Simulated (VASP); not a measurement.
OSZICAR of a VASP run on MgI2 (space group P-3m1):

**OSZICAR**
```
       N       E                     dE             d eps       ncg     rms          rms(c)
DAV:   1    -0.243875975089E+04   -0.24388E+04   -0.43578E+03   576   0.659E+02
DAV:   2    -0.251252517427E+04   -0.73765E+02   -0.68679E+02   888   0.133E+02
DAV:   3    -0.251808025520E+04   -0.55551E+01   -0.55386E+01   740   0.451E+01
DAV:   4    -0.251819508136E+04   -0.11483E+00   -0.11480E+00   764   0.849E+00
DAV:   5    -0.100209461003E+02    0.25082E+04   -0.71613E+00   584   0.166E+01    0.634E+00
DAV:   6    -0.992039444051E+01    0.10055E+00   -0.74295E-01   692   0.507E+00    0.589E+00
DAV:   7    -0.990329463598E+01    0.17100E-01   -0.10995E-01   696   0.191E+00    0.419E+00
DAV:   8    -0.989689265404E+01    0.64020E-02   -0.12299E-02   696   0.700E-01    0.267E+00
DAV:   9    -0.989317924703E+01    0.37134E-02   -0.19480E-03   684   0.319E-01    0.159E+00
DAV:  10    -0.989168036265E+01    0.14989E-02   -0.85934E-04   696   0.212E-01    0.902E-01
DAV:  11    -0.989116537255E+01    0.51499E-03   -0.31603E-04   692   0.128E-01    0.499E-01
DAV:  12    -0.989098673830E+01    0.17863E-03   -0.99564E-05   676   0.741E-02    0.274E-01
DAV:  13    -0.989092351469E+01    0.63224E-04   -0.33738E-05   684   0.445E-02    0.152E-01
DAV:  14    -0.989090160698E+01    0.21908E-04   -0.12797E-05   680   0.279E-02    0.844E-02
DAV:  15    -0.989089427703E+01    0.73299E-05   -0.49938E-06   676   0.176E-02    0.471E-02
DAV:  16    -0.989089189444E+01    0.23826E-05   -0.17844E-06   492   0.111E-02    0.267E-02
DAV:  17    -0.989089117481E+01    0.71963E-06   -0.99293E-07   484   0.894E-03
   1 F= -.98908912E+01 E0= -.98908912E+01  d E =-.607517E-42
```

**Question.** Which electronic solver shows in the log?

**Answer.** It is blocked Davidson (ALGO = Normal, or the opening steps of other solvers). The INCAR had ALGO = Normal.

**Question.** Can the final energy be trusted as converged?

**Answer.** The run converged. It stopped with EDIFF = 1E-6, NELM = 100 (PBE0 hybrid, plane waves, VASP's PBE PAW potentials (set 64)).

The structure comes from a computed database's MgI2 entry; how it stands against other phases isn't given here. The cell was not relaxed at this level. The run is one of a series of settings (KPOINTS 5×5×3 Γ-centred mesh shifted by (0.5, 0.5, 0.5) against the base run), some of them coarse on purpose.
